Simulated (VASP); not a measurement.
A run of VASP 6.6.1:

INCAR

```
PREC = Accurate
ENCUT = 600
EDIFF = 1E-6
ISMEAR = 0
SIGMA = 0.03
LREAL = F
LASPH = T
NELM = 80
ALGO = Normal
ISIF = 3
LWAVE = F
LCHARG = F
GGA = PS
IBRION = 2
NSW = 90
EDIFFG = -0.01
KPAR = 2
```

The input KPOINTS:

```
regular mesh
0
Gamma
  8 8 4
```

POSCAR

```
BaZnAsF
1.0
    4.2992330000      0.0000000000      0.0000000000
    0.0000000000      4.2992330000      0.0000000000
    0.0000000000      0.0000000000      9.6216940000
Ba Zn As F
2 2 2 2
Direct
    0.0000000000      0.5000000000      0.8354870000
    0.5000000000      0.0000000000      0.1645130000
    0.5000000000      0.5000000000      0.5000000000
    0.0000000000      0.0000000000      0.5000000000
    0.0000000000      0.5000000000      0.3433890000
    0.5000000000      0.0000000000      0.6566110000
    0.5000000000      0.5000000000      0.0000000000
    0.0000000000      0.0000000000      0.0000000000
```

Potentials or basis: VASP PAW PBE potentials, release 64 (Ba_sv, Zn, As, F).

Launch:

```console
$ cat potpaw_PBE.64/Ba_sv/POTCAR potpaw_PBE.64/Zn/POTCAR potpaw_PBE.64/As/POTCAR potpaw_PBE.64/F/POTCAR > POTCAR
$ mpirun -np 2 vasp_std > vasp.out
```

Hardware: 2 MPI ranks on Intel(R) Xeon(R) Platinum 8488C (Sapphire Rapids) (shared host).

**Question.** Estimate the wall time of this run.

**Answer.** It took 9.3 min on 2 MPI ranks on Intel(R) Xeon(R) Platinum 8488C (Sapphire Rapids), with other jobs on the host, peak memory 0.6 GiB a rank. Counts: scf iterations 52, k points 45, ion steps 6.
